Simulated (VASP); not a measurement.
BaZrO₃ (cubic perovskite): the lattice constant a from VASP (plane waves, PAW) at several levels of theory. Static lattice. The measured value holds thermal and zero-point effects that the static calculation lacks.

| level | lattice constant a (Å) | error against measurement |
|---|---|---|
| LDA | 4.161 | -0.7 % |
| PBE | 4.238 | +1.1 % |
| PBEsol | 4.192 | +0.0 % |
| SCAN | 4.210 | +0.4 % |
| r2SCAN | 4.215 | +0.6 % |

Measured: 4.191 Å (as given by Evaestov et al., (2010), arXiv:1010.1170).

The cell of the LDA run:

```
BaZrO3
1.0
    4.16061     0.00000     0.00000
    0.00000     4.16061     0.00000
    0.00000     0.00000     4.16061
Ba Zr O
1 1 3
Direct
  0.00000   0.00000   0.00000
  0.50000   0.50000   0.50000
  0.50000   0.00000   0.50000
  0.00000   0.50000   0.50000
  0.50000   0.50000   0.00000
```

Only levels that ran to the end are used. Left out are those held back, those with too coarse a band path, GW runs whose mesh misses a band edge, hybrids' fits of cells that aren't cubic and levels without matching references; a question may draw on a part of the rest.

The compound is BaZrO3 in the cubic perovskite structure.
